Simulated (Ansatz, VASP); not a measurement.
## Two plane-wave programs on LiPbF3

```
CELL_PARAMETERS angstrom
4.80999 0.00000 0.00000
0.00000 4.80999 0.00000
0.00000 0.00000 4.80999
ATOMIC_POSITIONS crystal
Li 0.50000 0.50000 0.50000
Pb 0.00000 0.00000 0.00000
F 0.50000 0.00000 0.00000
F 0.00000 0.50000 0.00000
F 0.00000 0.00000 0.50000
```

Alike in both runs: functional PBE; k mesh 6 × 6 × 6; no spin polarisation.

Ansatz relaxed the structure, and its values are those at the end. VASP's run is a single point on that final structure, the one shown.

|  | VASP | Ansatz |
| --- | --- | --- |
| version | VASP 6.6.1 | Ansatz 0.2.0 |
| potentials or method | VASP PAW PBE potentials, release 64 (Li_sv, Pb_d, F) | scalar-relativistic, plane waves, PAW |
| plane-wave cutoff (eV) | 520 | 420 |
| occupations | gaussian, width 0.01 eV | fixed |
| valence electrons in the cell | 38 | 38 |

|  | VASP | Ansatz | Ansatz less VASP |
| --- | --- | --- | --- |
| gap on the k mesh at the Fermi level (eV) | 1.93 | 1.92 | -0.014 |
| least direct gap on the mesh (eV) | 3.35 | 3.35 | +0.003 |

Caveats: spin-orbit coupling is left out, which as a rule narrows the gap of such compounds by several tenths of an eV. A k mesh can miss the band edges.
